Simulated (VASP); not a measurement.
Output of a VASP run:

OSZICAR:
```
       N       E                     dE             d eps       ncg     rms          rms(c)
DAV:   1    -0.347386013490E+01   -0.34739E+01   -0.51762E+03   944   0.996E+02
DAV:   2    -0.218415802574E+02   -0.18368E+02   -0.17956E+02  1472   0.117E+02
DAV:   3    -0.219452318531E+02   -0.10365E+00   -0.10365E+00   968   0.110E+01
DAV:   4    -0.219453735426E+02   -0.14169E-03   -0.14169E-03  1264   0.424E-01
DAV:   5    -0.219453735895E+02   -0.46936E-07   -0.46936E-07   952   0.522E-03    0.512E+00
DAV:   6    -0.194520442596E+02    0.24933E+01   -0.33304E-01  1088   0.635E+00    0.422E+00
DAV:   7    -0.223380061412E+02   -0.28860E+01   -0.13704E+00  1064   0.887E+00    0.101E+00
DAV:   8    -0.194879650115E+02    0.28500E+01   -0.41345E-01   992   0.569E+00    0.109E+00
DAV:   9    -0.196450760191E+02   -0.15711E+00   -0.26218E-02   992   0.214E+00    0.177E-01
DAV:  10    -0.196557771729E+02   -0.10701E-01   -0.75365E-03  1144   0.999E-01    0.169E-01
DAV:  11    -0.196551277173E+02    0.64946E-03   -0.12144E-04   912   0.124E-01    0.141E-01
DAV:  12    -0.196575962775E+02   -0.24686E-02   -0.55767E-04   896   0.308E-01    0.225E-02
DAV:  13    -0.196576337063E+02   -0.37429E-04   -0.11791E-05  1272   0.475E-02    0.165E-02
DAV:  14    -0.196576355279E+02   -0.18216E-05   -0.11187E-06   824   0.126E-02    0.233E-02
DAV:  15    -0.196576349101E+02    0.61784E-06   -0.11748E-06   936   0.123E-02
   1 F= -.19657635E+02 E0= -.19657635E+02  d E =-.196576E+02
       N       E                     dE             d eps       ncg     rms          rms(c)
DAV:   1    -0.196574188506E+02    0.21668E-03   -0.17560E-02  1072   0.138E+00    0.106E-01
DAV:   2    -0.196574708746E+02   -0.52024E-04   -0.39003E-04   920   0.205E-01    0.659E-02
DAV:   3    -0.196572903918E+02    0.18048E-03   -0.14680E-04  1016   0.162E-01    0.930E-03
DAV:   4    -0.196575079845E+02   -0.21759E-03   -0.10726E-04   896   0.113E-01    0.285E-03
DAV:   5    -0.196575112536E+02   -0.32691E-05   -0.34005E-06   944   0.183E-02    0.780E-04
DAV:   6    -0.196575127398E+02   -0.14862E-05   -0.82743E-07   752   0.123E-02    0.937E-04
DAV:   7    -0.196575130977E+02   -0.35790E-06   -0.25406E-07   448   0.645E-03
   2 F= -.19657513E+02 E0= -.19657513E+02  d E =0.121812E-03
       N       E                     dE             d eps       ncg     rms          rms(c)
DAV:   1    -0.196577956939E+02   -0.28295E-03   -0.55816E-03  1064   0.775E-01    0.596E-02
DAV:   2    -0.196578131884E+02   -0.17494E-04   -0.12681E-04   920   0.117E-01    0.371E-02
DAV:   3    -0.196577554261E+02    0.57762E-04   -0.46997E-05  1024   0.916E-02    0.529E-03
DAV:   4    -0.196578219629E+02   -0.66537E-04   -0.34511E-05   896   0.635E-02    0.161E-03
DAV:   5    -0.196578236874E+02   -0.17246E-05   -0.11236E-06   592   0.106E-02    0.391E-04
DAV:   6    -0.196578234712E+02    0.21624E-06   -0.24825E-07   448   0.679E-03
   3 F= -.19657823E+02 E0= -.19657823E+02  d E =-.188561E-03
```

### OUTCAR
```
------------------------ aborting loop because EDIFF is reached ----------------------------------------
  FORCE on cell =-STRESS in cart. coord.  units (eV):
  Direction    XX          YY          ZZ          XY          YZ          ZX
  --------------------------------------------------------------------------------------
  Total       -0.0015268     -0.0015268     -0.0015268     -0.0000000      0.0000000      0.0000000
  in kB       -0.2163436     -0.2163436     -0.2163436     -0.0000000      0.0000000      0.0000000
  external PRESSURE =      -0.2163436 kB  Pullay stress =       0.0000000 kB
  volume of cell :       11.31
      direct lattice vectors                 reciprocal lattice vectors
    -0.000000000  1.781456315  1.781456315    -0.280669246  0.280669246  0.280669246
     1.781456315 -0.000000000  1.781456315     0.280669246 -0.280669246  0.280669246
     1.781456315  1.781456315  0.000000000     0.280669246  0.280669246 -0.280669246
 POSITION                                       TOTAL-FORCE (eV/Angst)
 -----------------------------------------------------------------------------------
      1.78146      1.78146      1.78146         0.000000      0.000000      0.000000
      2.67218      2.67218      2.67218        -0.000000     -0.000000     -0.000000
 -----------------------------------------------------------------------------------
    total drift:                                0.000000     -0.000000      0.000000
  FREE ENERGIE OF THE ION-ELECTRON SYSTEM (eV)
  ---------------------------------------------------
  free  energy   TOTEN  =       -19.6578234712 eV

  energy  without entropy=      -19.6578234712  energy(sigma->0) =      -19.65782347

 reached required accuracy - stopping structural energy minimisation
```
(Selected blocks of OUTCAR.)

File POSCAR:
```
C
1
    0.0000000000     1.7835000000     1.7835000000
    1.7835000000     0.0000000000     1.7835000000
    1.7835000000     1.7835000000     0.0000000000
C
2
Direct
  0.5000000000   0.5000000000   0.5000000000
  0.7500000000   0.7500000000   0.7500000000
```

Write an INCAR and KPOINTS that could have produced this output.

One answer among several that fit: the input of the run itself, r2SCAN meta-GGA, plane waves, VASP's PBE PAW potentials (set 64).

INCAR:
```
SYSTEM = C
PREC = Accurate
ENCUT = 530
EDIFF = 1E-6
NELM = 100
ALGO = Normal
LREAL = .FALSE.
LASPH = .TRUE.
ISMEAR = 0
SIGMA = 0.05
METAGGA = R2SCAN
LMIXTAU = .TRUE.
LWAVE = .FALSE.
LCHARG = .FALSE.
IBRION = 2
ISIF = 3
NSW = 60
EDIFFG = -0.01
```

**KPOINTS**
```
Automatic
0
Gamma
  11 11 11
```

POTCAR, in this order: C (PBE.64 set). Program: vasp_std.

The compound is C in the diamond structure. This run relaxes it. Symmetry was kept, so distortions that lower it aren't found.
